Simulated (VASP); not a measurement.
```xyz
2
Lattice="2.9828 0.0000 0.0000 0.0000 2.9828 0.0000 0.0000 0.0000 2.9828" Properties=species:S:1:pos:R:3 pbc="T T T"
Al     1.4914     1.4914     1.4914
Ru     0.0000     0.0000     0.0000
```

All values below come from MS2 meta-GGA, VASP's PBE PAW potentials (set 64) (plane waves; VASP). Run with 520 eV cut-off, 14×14×14 Γ-centred mesh, tetrahedra with Blöchl corrections, potentials Al Ru_pv.

Predict the energy per atom (σ→0), band gap (over mesh and band path) with the smallest direct gap where there is one.

The band gap (over mesh and band path) is none (metal, semimetal or under 0.01 eV). The energy per atom (σ→0) comes out as -8.424 eV/atom.

Total energies compare only between runs with the same potentials, cut-off and functional.

The compound is RuAl in the CsCl type structure. It was relaxed first. The electron count is odd and the run is not spin-polarised, which forces a metal.
